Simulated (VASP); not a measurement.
A run of VASP 6.6.1 is set up as follows.

INCAR

```
  PREC = Accurate
  ENCUT = 520
  EDIFF = 1E-7
  ISMEAR = 0
  SIGMA = 0.1
  LREAL = False
  LASPH = True
  NELM = 120
  ALGO = Normal
  ISIF = 3
  LWAVE = False
  LCHARG = False
  GGA = PE
  IBRION = 2
  NSW = 60
  EDIFFG = -0.005
  POTIM = 0.3
  KPAR = 8
```

KPOINTS

```
regular mesh
0
Gamma
  4 4 4
```

POSCAR

```
Ca3ZrN3                                 
1.0
    4.8658091670      0.0000000000      0.0015481140
    0.0000000000      4.8413562917      0.0000000000
   -0.0141193559      0.0000000000      9.8007411410
  Ca              Zr              N             
     6     2     6
Direct
     0.5030246767631235    0.5009397606222399    0.7476354985614413
     0.5030246767631235    0.4990602393777601    0.2476354985614415
     0.5035767907101298    0.9973170096296402    0.9983979667160715
     0.5035767907101298    0.0026829903703597    0.4983979667160715
     0.0021134518652924    0.9983330129967058    0.7475287526337211
     0.0021134518652924    0.0016669870032941    0.2475287526337210
     0.0260799083550385    0.4760053037789343    0.9852146030421836
     0.0260799083550385    0.5239946962210656    0.4852146030421836
     0.9982092522751004    0.0341756278777466    0.0005976390912895
     0.9982092522751004    0.9658243721222534    0.5005976390912895
     0.9989226988012625    0.4978204463030286    0.7709091159599087
     0.9989226988012625    0.5021795536969715    0.2709091159599087
     0.4612575012300538    0.5018941056111069    0.0003494139953909
     0.4612575012300538    0.4981058943888931    0.5003494139953910
```

Potentials or basis: VASP PAW PBE potentials, release 64 (Ca_sv, Zr_sv, N).

The run is started by

```sh
$ cat potpaw_PBE.64/Ca_sv/POTCAR potpaw_PBE.64/Zr_sv/POTCAR potpaw_PBE.64/N/POTCAR > POTCAR
$ mpirun -np 8 vasp_std > vasp.out
```

(1) Estimate the band gap on the k mesh.

Results:

(1) none (metal or under the smearing width).
